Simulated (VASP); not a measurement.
A run of VASP 6.6.1:

File INCAR:

```
  ALGO = Fast
  EDIFF = 1E-6
  ENCUT = 520
  GGA = PE
  ISIF = 2
  ISMEAR = 0
  LASPH = T
  LCHARG = T
  LELF = T
  LREAL = F
  LVHAR = T
  LWAVE = F
  NBANDS = 24
  NELM = 80
  PREC = Accurate
  SIGMA = 0.1
```

The input KPOINTS:

```
k-points
0
Gamma
  6 6 6
```

Contents of POSCAR:

```
BiB5
1.0
    4.7951835048      0.0000000000      0.0000000000
   -2.3975917524      4.1527507309      0.0000000000
    0.0000000000      0.0000000000      2.9780236788
B Bi
5 1
Direct
    0.6666666667      0.3333333333      0.0000000000
    0.5000000000      0.0000000000      0.5000000000
    0.5000000000      0.5000000000      0.5000000000
    0.0000000000      0.5000000000      0.5000000000
    0.3333333333      0.6666666667      0.0000000000
    0.0000000000      0.0000000000      0.0000000000
```

Potentials or basis: VASP PAW PBE potentials, release 64 (B, Bi_d).

The run is started by

```console
$ cat potpaw_PBE.64/B/POTCAR potpaw_PBE.64/Bi_d/POTCAR > POTCAR
$ mpirun -np 1 vasp_std > vasp.out
```

Hardware: 1 thread of Intel(R) Xeon(R) Platinum 8488C (Sapphire Rapids), on a shared host.

Task: Estimate the wall time of this run.

Result: Wall time 29 s on 1 thread of Intel(R) Xeon(R) Platinum 8488C (Sapphire Rapids), on a shared host, peak memory 0.18 GiB. Counts: scf iterations 14, k points 28.
